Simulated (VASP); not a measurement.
Input:

```
CELL_PARAMETERS angstrom
      5.66047     0.00000     0.00000
      0.00000     5.66047     0.00000
      0.00000     0.00000     5.66047
ATOMIC_POSITIONS crystal
  Ga 0.00000 0.00000 0.00000
  Ga 0.50000 0.50000 0.00000
  Ga 0.50000 0.00000 0.50000
  As 0.25002 0.24998 0.24998
  As 0.74998 0.75002 0.24998
  As 0.74998 0.24998 0.75002
  As 0.25002 0.75002 0.75002
  Al 0.00000 0.50000 0.50000
```

Computed with PBEsol GGA, VASP's PBE PAW potentials (set 64) (plane waves; VASP 6.6.1). Numerical set-up: 400 eV cut-off, 5×5×5 Γ-centred mesh, tetrahedra with Blöchl corrections, potentials Ga_d As Al.

### Question
Predict the energy per atom (σ→0), band gap (on the k-mesh) with the smallest direct gap where there is one.

### Answer

The band gap (on the k-mesh) is 0.77 eV, the smallest direct gap (on the k-mesh) comes out as 0.77 eV and the energy per atom (σ→0) comes out as -4663 meV/atom.

Total energies compare only between runs with the same potentials, cut-off and functional.

The structure was generated: AlGa3As4 was put into an ordered model structure (P-43m), which need not be its known phase. It was relaxed first.
